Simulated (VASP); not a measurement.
Here is the system:

```
CELL_PARAMETERS angstrom
      2.89000     0.00000     0.00000
      0.00000     2.89000     0.00000
      0.00000     0.00000     2.89000
ATOMIC_POSITIONS crystal
  Al 0.50000 0.50000 0.50000
  Ni 0.00000 0.00000 0.00000
```

Calculation: PBEsol GGA, VASP's PBE PAW potentials (set 64) (plane waves; VASP). Settings: 300 eV cut-off, 11×11×11 Γ-centred mesh, Fermi-Dirac smearing of 0.10 eV, potentials Al Ni.

At this cut-off the stress carries a Pulay error, which pulls relaxed volumes low. Energy and stress use the plane-wave basis of the starting cell.

The ions, cell shape and volume are relaxed. Give the cell that the relaxation ends in.

```
CELL_PARAMETERS angstrom
      2.86399     0.00000     0.00000
      0.00000     2.86399     0.00000
      0.00000     0.00000     2.86399
ATOMIC_POSITIONS crystal
  Al 0.50000 0.50000 0.50000
  Ni 0.00000 0.00000 0.00000
```
Space group Pm-3m (221), at a tolerance of 0.03 Å.

How do energy and volume change from the first to the last step?

The energy (σ→0) changes by -4.6 meV/atom and the volume by -2.7 %, in 3 ionic steps.

The structure is a typed NiAl crystal. This run relaxes it. Symmetry was kept, so distortions that lower it aren't found. The run is one of a series of settings (EDIFFG = -0.01, IBRION = 2, ISIF = 3, NSW = 50 against the base run), some of them coarse on purpose. The run is not spin-polarised, so no magnetic state was tried. The electron count is odd and the run is not spin-polarised, which forces a metal.
